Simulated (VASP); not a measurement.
Computed with AM05 GGA, VASP's PBE PAW potentials (set 64) (plane waves; VASP 6.6.1).

A VASP calculation is set up with these files.

**POSCAR**
```
Ca
1
    0.0000000000     2.7458535717     2.7458535717
    2.7458535717     0.0000000000     2.7458535717
    2.7458535717     2.7458535717     0.0000000000
Ca
1
Direct
  0.0000000000   0.0000000000   0.0000000000
```

INCAR:
```
ALGO=Normal
EDIFF=1E-7
ENCUT=520
GGA=AM
ISIF=2
ISMEAR=1
LASPH=.TRUE.
LCHARG=.FALSE.
LREAL=.FALSE.
LWAVE=.FALSE.
NELM=100
PREC=Accurate
SIGMA=0.1
SYSTEM=Ca
```

File KPOINTS:
```
Automatic mesh
0
Gamma
12 12 12
0 0 0
```

POTCAR, in this order: Ca_sv (PBE.64 set). Program: vasp_std.

Task: What will the output report for the number of irreducible k-points (NKPTS), largest plane-wave count, number of space-group operations, FFT grid (NGX, NGY, NGZ)?

Result: 
| Quantity | Value |
|---|---|
| number of irreducible k-points (NKPTS) | 72 |
| largest plane-wave count | 1139 |
| number of space-group operations | 48 |
| FFT grid (NGX, NGY, NGZ) | 30 × 30 × 30 |

The compound is Ca in the fcc structure. It was relaxed first.
